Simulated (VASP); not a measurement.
Method: optB88-vdW, VASP's PBE PAW potentials (set 64) (plane waves; VASP 6.6.1).

VASP ran on this input.

**INCAR**
```
SYSTEM = Dy
PREC = Accurate; ENCUT = 520; LREAL = .FALSE.
LASPH = .TRUE.
EDIFF = 1E-7; NELM = 100; ALGO = Normal
LMAXMIX = 6
ISMEAR = 1; SIGMA = 0.1
GGA = BO; LUSE_VDW = .TRUE.; AGGAC = 0.0
PARAM1 = 0.1833333333; PARAM2 = 0.22
IBRION = 2; NSW = 30; ISIF = 4
EDIFFG = -0.01
LWAVE = .FALSE.; LCHARG = .FALSE.
```

### POSCAR
```
Dy
1.0
  1.7546281386  -3.0391048900   0.0000000000
  1.7546281386   3.0391048900   0.0000000000
  0.0000000000   0.0000000000   5.4336579841
Dy
2
Cart
  1.7546281386   1.0130369894   1.3584144960
  1.7546281386  -1.0130369894   4.0752434881
```

KPOINTS:
```
Automatic mesh
0
Gamma
12 12 7
0 0 0
```

POTCAR, in this order: Dy_3 (PBE.64 set). Program: vasp_std.

The 4f electrons are frozen in the core of the lanthanide potential, so 4f levels, which can set the real gap, and their magnetism are missing.

Task: Estimate the energy per atom (σ→0), band gap (on the k-mesh).

Result: 
The energy per atom (σ→0) is -1.850 eV/atom and the band gap (on the k-mesh) is none (metal, semimetal or under 0.01 eV).

### OSZICAR
```
...
DAV:   1    -0.370207220469E+01   -0.25597E-02   -0.11585E-01  1976   0.259E+00    0.219E-01
DAV:   2    -0.370058336673E+01    0.14888E-02   -0.25354E-03  2551   0.553E-01    0.144E-01
DAV:   3    -0.369987890647E+01    0.70446E-03   -0.86392E-04  2567   0.244E-01    0.697E-02
DAV:   4    -0.369988801561E+01   -0.91091E-05   -0.14094E-04  2717   0.911E-02    0.352E-02
DAV:   5    -0.369988841772E+01   -0.40211E-06   -0.33388E-06  2701   0.142E-02    0.114E-02
DAV:   6    -0.369988824856E+01    0.16916E-06   -0.55232E-07  2597   0.556E-03    0.195E-03
DAV:   7    -0.369988823495E+01    0.13602E-07   -0.49012E-08  1128   0.214E-03
   3 F= -.36998882E+01 E0= -.36995793E+01  d E =-.205791E-02
```

The compound is Dy in the hcp structure. This cell is one point of a volume scan, at 0.94 of the reference volume. Symmetry was kept, so distortions that lower it aren't found.
